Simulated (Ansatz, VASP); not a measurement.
## Zn2H102S2O59: VASP beside Ansatz

One calculation is typed for both programs; each brings its own data sets. How far apart do they land? The cell is taken from a series of runs on this material, whose earlier steps may have relaxed, scaled, displaced or heated it; both programs get it as it stands.

Program: Ansatz 0.2.0. Level of theory: plane waves, with VASP 6.6.1 beside it; single point at LDA. Results are calculated unless marked as measured.

### 1. Set-up

The cell holds 165 atoms: 59 O, 2 S, 102 H and 2 Zn. Its edges and angles: a = 11.508 Å, b = 11.508 Å, c = 11.508 Å, α = 90.0°, β = 90.0°, γ = 90.0°.

### 2. Ansatz: single point, LDA

Ansatz runs on its default PAW (the set named soft_2) files.

A single point gives forces, pressure and levels at one fixed geometry, so differences don't come from the geometry; what else differs is listed under the comparison.

input.yaml reads:

```yaml
crystal:
  lattice:
    - [11.50753, 0.0, 0.0]
    - [0.0, 11.50753, 0.0]
    - [0.0, 0.0, 11.50753]
  atoms:
    - { symbol: O, position: [0.50274, 0.74717, 0.64209] }
    - { symbol: S, position: [0.54781, 0.6411, 0.6132] }
    - { symbol: O, position: [0.47602, 0.55115, 0.65683] }
    - { symbol: O, position: [0.65934, 0.62571, 0.66857] }
    - { symbol: O, position: [0.56579, 0.64102, 0.48928] }
    - { symbol: O, position: [0.14713, 0.4534, 0.95233] }
    - { symbol: S, position: [0.11579, 0.47634, 0.06932] }
    - { symbol: O, position: [0.19773, 0.41911, 0.14199] }
    - { symbol: O, position: [0.99461, 0.45714, 0.10032] }
    - { symbol: O, position: [0.11025, 0.59963, 0.08969] }
    - { symbol: O, position: [0.23362, 0.19944, 0.09678] }
    - { symbol: H, position: [0.24339, 0.14741, 0.16569] }
    - { symbol: H, position: [0.22876, 0.28205, 0.12332] }
    - { symbol: O, position: [0.68764, 0.80445, 0.4174] }
    - { symbol: H, position: [0.653, 0.73835, 0.46193] }
    - { symbol: H, position: [0.63556, 0.87377, 0.42326] }
    - { symbol: O, position: [0.91714, 0.87465, 0.937] }
    - { symbol: H, position: [0.8968, 0.95383, 0.96648] }
    - { symbol: H, position: [0.87234, 0.85841, 0.86433] }
    - { symbol: O, position: [0.47867, 0.02768, 0.40267] }
    - { symbol: H, position: [0.5157, 0.01245, 0.4798] }
    - { symbol: H, position: [0.53842, 0.05804, 0.34736] }
    - { symbol: O, position: [0.6581, 0.5943, 0.88893] }
    - { symbol: H, position: [0.65599, 0.62715, 0.8085] }
    - { symbol: H, position: [0.7407, 0.58284, 0.91338] }
    - { symbol: O, position: [0.20715, 0.66618, 0.36397] }
    - { symbol: H, position: [0.26499, 0.7169, 0.40439] }
    - { symbol: H, position: [0.23395, 0.6507, 0.28277] }
    - { symbol: O, position: [0.00497, 0.38943, 0.4717] }
    - { symbol: H, position: [0.94122, 0.43253, 0.51207] }
[... 129 atom lines left out ...]
    - { symbol: H, position: [0.06054, 0.5023, 0.85274] }
    - { symbol: O, position: [0.63064, 0.88344, 0.87703] }
    - { symbol: H, position: [0.69409, 0.86344, 0.82113] }
    - { symbol: H, position: [0.56216, 0.83188, 0.86278] }
    - { symbol: Zn, position: [0.95909, 0.60237, 0.14967] }
    - { symbol: Zn, position: [0.37705, 0.46452, 0.72755] }
kpoints:
  mp_grid: { grid: [1, 1, 1] }
hamiltonian:
  xc: lda
scf:
  occupations: { method: gaussian, width: 0.05 }
output:
  forces: true
  stress: true
  populations: true
  dos:
    method: { smearing: { sigma: 0.1 } }
    de: 0.1
    projected: { site_lists: { H: [H], O: [O], S: [S], Zn: [Zn] } }
  eigenvalues: true
  write_density: true
  write_potential: true
  volumetric_format: npy
```

Launch:

```
ansatz run input.yaml --threads 8 --pin off --max-ram 15872MiB --backend cpu --events-out ev --progress --plain --runs-dir out
```

Numbers of over 12 decimals in the logs are rounded to 6 here.

The log of the run:

```text
Engine: ansatz 0.2.0, aarch64-unknown-linux-gnu
Pseudopotentials: kind: paw
Pseudopotential: O, paw, valence charge 6, recommended cutoff 420 eV (normal), O.paw.azcp
Pseudopotential: S, paw, valence charge 6, recommended cutoff 420 eV (normal), S.paw.azcp
Pseudopotential: H, paw, valence charge 1, recommended cutoff 420 eV (normal), H.paw.azcp
Pseudopotential: Zn, paw, valence charge 12, recommended cutoff 420 eV (normal), Zn.paw.azcp
Functional definition: SPW92
  exchange = slater_x
  correlation = pw_c
Crystal: 165 atoms, lattice volume = 1523.864 Å³
Basis set: ecut = 420 eV, 29711 PW (Γ)
Bands: 411, of which v1, the nominal top of the filled ones, is band 246 counted from 1 (245 counted from 0)
Symmetry: 1 space group operations
Space group: P1 (ITA 1), of the structure as read, at distance tolerance 1.2e-4 Å
k-points: 1
Non-local potential: O, projectors of the file, l = 0: 2, l = 1: 2, l = 2: 1
Non-local potential: S, projectors of the file, l = 0: 2, l = 1: 2, l = 2: 2
Non-local potential: H, projectors of the file, l = 0: 2, l = 1: 1
Non-local potential: Zn, projectors of the file, l = 0: 2, l = 1: 2, l = 2: 3, l = 3: 1
PAW form: soft (Blöchl's): semilocal exchange-correlation on the pseudo side does not see the compensation charge
PAW frozen core: O, regenerated for the run's functional, and the local potential with it (the file was generated under x = pbe(κ = 0.804, μ = 0.219515), c = pbe(β = 0.066725))
PAW frozen core: S, regenerated for the run's functional, and the local potential with it (the file was generated under x = pbe(κ = 0.804, μ = 0.219515), c = pbe(β = 0.066725))
PAW frozen core: Zn, regenerated for the run's functional, and the local potential with it (the file was generated under x = pbe(κ = 0.804, μ = 0.219515), c = pbe(β = 0.066725))
PAW one-centre angular grid: O, 110 points (default); XC on 64 Gauss nodes
PAW one-centre angular grid: S, 110 points (default); XC on 64 Gauss nodes
PAW one-centre angular grid: H, 110 points (default); XC on 64 Gauss nodes
PAW one-centre angular grid: Zn, 590 points (default); XC on 64 Gauss nodes
Initial density: superposition of atomic densities (neutral atoms: chi_scale 0, normalization atom), corrected by the library's trained network
Initial wavefunctions: pseudopotential atomic-orbital guess
Functional: x = slater, c = lda
SCF iter   1: F=—  HF=-42597.909457 eV  |F-HF|=—  |Δ(HF+E_count)|=         —  Δρ=8.84e-3  dr2=9.00e-1  ethr=1.77e-3  ⟨swp⟩=6.0  Hψ=1924  notcnv=0  defer=74
preconditioner: auto → Resta (q_TF=auto, 2.260 Å⁻¹)  ε∞=2.5  [insulator: Δε(μ)=3.479 eV  Ē_g=17.403 eV  σ=0.050 eV  W_gap=1.00  n_scr=304 (ndim 8)  ℏωp=21.0 eV  f_vac=0.239  D(μ)=0.00/eV (n_scr^D=0)  ε∞_Penn≈2.5]
SCF iter   2: F=—  HF=-42597.617612 eV  |F-HF|=—  |Δ(HF+E_count)|=   2.92e-1  Δρ=4.10e-3  dr2=1.53e-1  ethr=1.83e-4  ⟨swp⟩=2.0  Hψ=665  notcnv=0  defer=158
SCF iter   3: F=—  HF=-42597.568915 eV  |F-HF|=—  |Δ(HF+E_count)|=   4.87e-2  Δρ=1.42e-3  dr2=3.21e-2  ethr=3.12e-5  ⟨swp⟩=2.0  Hψ=453  notcnv=0  defer=158
SCF iter   4: F=—  HF=-42597.560074 eV  |F-HF|=—  |Δ(HF+E_count)|=   8.84e-3  Δρ=3.75e-4  dr2=1.90e-3  ethr=6.51e-6  ⟨swp⟩=2.0  Hψ=454  notcnv=0  defer=158
SCF iter   5: F=—  HF=-42597.560013 eV  |F-HF|=—  |Δ(HF+E_count)|=   6.08e-5  Δρ=1.89e-4  dr2=4.96e-4  ethr=3.85e-7  ⟨swp⟩=2.0  Hψ=498  notcnv=0  defer=158
SCF iter   6: F=—  HF=-42597.560096 eV  |F-HF|=—  |Δ(HF+E_count)|=   8.30e-5  Δρ=9.06e-5  dr2=1.02e-4  ethr=1.01e-7  ⟨swp⟩=2.0  Hψ=659  notcnv=0  defer=158
SCF iter   7: F=—  HF=-42597.560093 eV  |F-HF|=—  |Δ(HF+E_count)|=   3.25e-6  Δρ=2.35e-5  dr2=8.68e-6  ethr=2.08e-8  ⟨swp⟩=2.0  Hψ=499  notcnv=0  defer=158
SCF iter   8: F=—  HF=-42597.560149 eV  |F-HF|=—  |Δ(HF+E_count)|=   5.63e-5  Δρ=1.19e-5  dr2=1.94e-6  ethr=1.76e-9  ⟨swp⟩=2.0  Hψ=499  notcnv=0  defer=158
SCF iter   9: F=—  HF=-42597.560150 eV  |F-HF|=—  |Δ(HF+E_count)|=   6.08e-7  Δρ=3.30e-6  dr2=1.61e-7  ethr=3.95e-10  ⟨swp⟩=2.0  Hψ=498  notcnv=0  defer=158
SCF iter  10: F=-42597.560150 eV  HF=-42597.560150 eV  |F-HF|=1.28e-8  |Δ(HF+E_count)|=   8.22e-8  Δρ=1.97e-6  dr2=5.28e-8  ethr=2.03e-11  ⟨swp⟩=20.0  Hψ=3731  notcnv=0
SCF 1 converged in 10 iterations: F = -42597.560150 eV  dr2 = 5.28e-8
  greatest PAW one-centre occupation: 0.994 electrons in one spin orbital (limit 2), on the Zn atom at site 164 (counted from 0), in its partial waves of l = 2
SCF converged after 10 iterations
Free energy (F): -42597.560150 eV
Harris-Foulkes:  -42597.560150 eV  (|F-HF|=1.28e-8)
Internal energy: -42597.560150 eV  (E = F + TS)
E sigma→0 (E₀):  -42597.560150 eV
Fermi energy:    0.745648 eV
--- Per-component energies (eV) ---
  E_band       = -4345.879289
  E_kinetic    = 12165.414577
  E_local      = -45921.901135  (includes V_loc(G=0)·N_el)
  E_nonlocal   = 4441.207108
  E_hartree    = 17477.306568
  E_xc         = -5569.587459
[...]
atom 153  H      0.21861142     0.30776238    -0.32712944
  atom 154  H      0.26883377    -0.03314955    -0.04715559
  atom 155  O     -0.07278511    -0.72983804    -0.51449936
  atom 156  H     -0.41611946     0.11892775    -0.05178292
  atom 157  H      0.29476018     0.67613164     0.57553406
  atom 158  O     -0.62014326     0.18634498    -0.15866601
  atom 159  H      0.14763129     0.00515809     0.28173999
  atom 160  H     -0.09065870     0.68368325    -0.55886048
  atom 161  O     -0.18984595    -0.21721191     0.16746574
  atom 162  H     -0.41913744     0.10444818     0.22818785
  atom 163  H      0.20842200     0.24671695    -0.11672278
  atom 164  Zn    -2.82782180     2.01994822     2.10374594
  atom 165  Zn    -2.13968819    -1.66452517     1.06190041
  max |Σ_I F_I| component: 2.03e-4 eV/Å
--- Stress (GPa, compression-positive) ---
        0.541188      -0.068209      -0.391195
       -0.068209       0.473292       0.003851
       -0.391195       0.003851      -0.398360
  P = ⅓ Tr σ = 0.2054 GPa (2.054 kbar)
--- Band table (eV) ---
  k-point 0: bands = [... 242 lower, -1.5483, -1.4416, -1.2602, -1.0215, 2.5128, 3.7824, 3.8677, 3.9642, ... 161 higher]
--- Löwdin populations: 165 sites ---
  site symbol       q [e]
     0      O      6.7279
     1      S      3.3821
     2      O      6.8402
     3      O      6.7495
     4      O      6.7357
     5      O      6.7338
     6      S      3.4307
     7      O      6.7152
     8      O      6.8190
     9      O      6.8523
    10      O      6.7119
    11      H      0.6003
    12      H      0.6356
    13      O      6.6985
    14      H      0.6288
    15      H      0.6156
    16      O      6.6600
    17      H      0.6177
    18      H      0.6201
    19      O      6.6717
    20      H      0.6354
    21      H      0.6095
    22      O      6.6760
    23      H      0.6315
[...]
157      O      6.7215
   158      H      0.6242
   159      H      0.6330
   160      O      6.7219
   161      H      0.6233
   162      H      0.6332
   163     Zn     10.4492
   164     Zn     10.4471
  spilling = 0.011500 (of n_electrons = 492.000000)
```

### 3. VASP: single point, LDA

The same cell, functional (in two slightly different forms), mesh and smearing now go to VASP, with its own data sets.

Lines of VASP's logs that name or quote its potential files are left out, and so is its time.

INCAR reads:

```
SYSTEM = Zn2H102S2O59
PREC = Accurate
ENCUT = 600
EDIFF = 1E-06
NELM = 120
ISMEAR = 0
SIGMA = 0.05
LREAL = Auto
ALGO = Normal
GGA = PW92
NBANDS = 361
LORBIT = 11
LWAVE = .FALSE.
LCHARG = .FALSE.
ISIF = 2
LASPH = .TRUE.
GGA_COMPAT = .FALSE.
EFERMI = MIDGAP
```

POSCAR reads:

```
Zn2H102S2O59
1.0
   11.5075300000      0.0000000000      0.0000000000
    0.0000000000     11.5075300000      0.0000000000
    0.0000000000      0.0000000000     11.5075300000
O S H Zn
59 2 102 2
Direct
    0.5027400000      0.7471700000      0.6420900000
    0.4760200000      0.5511500000      0.6568300000
    0.6593400000      0.6257100000      0.6685700000
    0.5657900000      0.6410200000      0.4892800000
    0.1471300000      0.4534000000      0.9523300000
    0.1977300000      0.4191100000      0.1419900000
    0.9946100000      0.4571400000      0.1003200000
    0.1102500000      0.5996300000      0.0896900000
    0.2336200000      0.1994400000      0.0967800000
    0.6876400000      0.8044500000      0.4174000000
    0.9171400000      0.8746500000      0.9370000000
    0.4786700000      0.0276800000      0.4026700000
    0.6581000000      0.5943000000      0.8889300000
    0.2071500000      0.6661800000      0.3639700000
    0.0049700000      0.3894300000      0.4717000000
    0.3068100000      0.5933200000      0.8198500000
    0.5467800000      0.0197700000      0.0564400000
    0.4098900000      0.8121800000      0.8174400000
    0.1828600000      0.8239500000      0.0535600000
    0.8043600000      0.5932800000      0.2040600000
    0.1237300000      0.7814600000      0.7890200000
    0.6487000000      0.1856000000      0.6203200000
    0.1204600000      0.8242300000      0.5744300000
    0.5622300000      0.2908400000      0.2862000000
    0.3239000000      0.1736600000      0.4888000000
    0.2607700000      0.5017600000      0.5981800000
    0.0018100000      0.0286400000      0.2892300000
    0.8451800000      0.2400600000      0.7507100000
    0.3872800000      0.0712400000      0.7962300000
    0.9877700000      0.0402600000      0.7584800000
[... 129 atom lines left out ...]
    0.0657200000      0.6268200000      0.7848700000
    0.0605400000      0.5023000000      0.8527400000
    0.6940900000      0.8634400000      0.8211300000
    0.5621600000      0.8318800000      0.8627800000
    0.9590900000      0.6023700000      0.1496700000
    0.3770500000      0.4645200000      0.7275500000
```

KPOINTS reads:

```
Automatic mesh
0
Gamma
1 1 1
0 0 0
```

Potentials, in the order of the species: O, S, H and Zn (LDA family, release 64).

Launch:

```
export OMP_NUM_THREADS=4
mpirun -np 1 vasp_gam
```

The log of the run:

```text
[banner, memory and clock lines left out]
running    1 mpi-ranks, on    1 nodes
[...]
Offloading initialized ...    1 GPUs detected
[...]
|                                                                             |
|               ----> ADVICE to this user running VASP <----                  |
|                                                                             |
|     You enforced a specific xc type in the INCAR file but a different       |
|     [... a line on the potential file left out ...]
|     I HOPE YOU KNOW WHAT YOU ARE DOING!                                     |
|                                                                             |

 LDA part: xc-table for (Slater(with rela. corr.)+PW92), standard interpolation
 POSCAR, INCAR and KPOINTS ok, starting setup
[...]
entering main loop
       N       E                     dE             d eps       ncg     rms          rms(c)
DAV:   1     0.485668105775E+04    0.48567E+04   -0.28817E+05   722   0.149E+03
DAV:   2    -0.344246562817E+03   -0.52009E+04   -0.48824E+04   858   0.362E+02
DAV:   3    -0.940563030017E+03   -0.59632E+03   -0.58883E+03   843   0.138E+02
DAV:   4    -0.958462063582E+03   -0.17899E+02   -0.17811E+02   876   0.276E+01
[...]
DAV:  17    -0.867831049886E+03    0.18961E-05   -0.11986E-05  1036   0.113E-02    0.795E-03
DAV:  18    -0.867831048297E+03    0.15895E-05   -0.52602E-06   876   0.921E-03    0.400E-03
DAV:  19    -0.867831047995E+03    0.30119E-06   -0.18456E-06   684   0.511E-03
   1 F= -.86783105E+03 E0= -.86783105E+03  d E =0.000000E+00
```

OUTCAR, selected parts (step 3):

```text
  FREE ENERGIE OF THE ION-ELECTRON SYSTEM (eV)
  ---------------------------------------------------
  free  energy   TOTEN  =      -867.8310479955 eV

  energy  without entropy=     -867.8310479955  energy(sigma->0) =     -867.83104800
```

The run ends at a pressure of 0.01 GPa, with forces up to 6.6 eV/Å.

### 4. Comparison

Known differences besides the potentials themselves: the two LDA forms differ slightly; the cutoff is 420 eV in Ansatz and 600 eV in VASP (PREC = Accurate, projectors in real space); VASP's log shows a relativistic correction to its local exchange, Ansatz's none. Total energies have different zeros and are not compared.

Compared:

```csv
quantity,Ansatz,VASP,difference
pressure (GPa),0.21,0.01,+0.20
gap on the k mesh (eV),3.534,3.497,+0.037
```

Forces on 8 of the 165 atoms, those with the largest forces and the largest differences (eV/Å; atoms numbered as in POSCAR):

```
 atom          Ansatz x, y, z            VASP x, y, z
   O1    -2.486, 7.121, 1.081    -2.098, 6.216, 0.835
   O2    1.260, 0.781, -2.127    1.743, 1.364, -2.427
   O3     2.917, 0.448, 0.812     2.530, 0.519, 0.609
   O5   0.028, -0.959, -2.833  -0.125, -0.852, -2.286
   O7  -1.253, -5.880, -1.059  -0.826, -5.955, -1.215
   O8    4.513, 3.512, -0.478    4.645, 3.034, -0.600
  S60   2.205, -5.393, -0.497   1.881, -5.044, -0.272
Zn164    -2.828, 2.020, 2.104    -2.974, 2.126, 2.216
```

The forces differ by 107 meV/Å r.m.s., which is 13.7 % of the r.m.s. force of 0.784 eV/Å (both taken over all components). A gap on the mesh is an upper bound, since the band edges may lie between its points.

### 5. Summary of results

- r.m.s. force difference (single point, LDA): 14 % of the r.m.s. force

**Reading.** The r.m.s. force difference is 14 % of the r.m.s. force (single point, LDA), beyond the 3 % picked in this series as the mark of a large difference. What causes the difference of the single point, LDA pair stays open here. How closely two codes agree says nothing of how well the functional describes the real material.

[Lines on the potential files, build, host, timing and source positions are cut from VASP's logs without a mark.]

[Logs are printed without paths, hosts, clocks, repeated set-up lines and the standing remarks that a program may print on its own settings, such as how far it seeks lower states.]

[Hosts, paths, dates, database ids (printed as entryN), source tags and the programs' standing remarks are cut or masked in the printed files.]
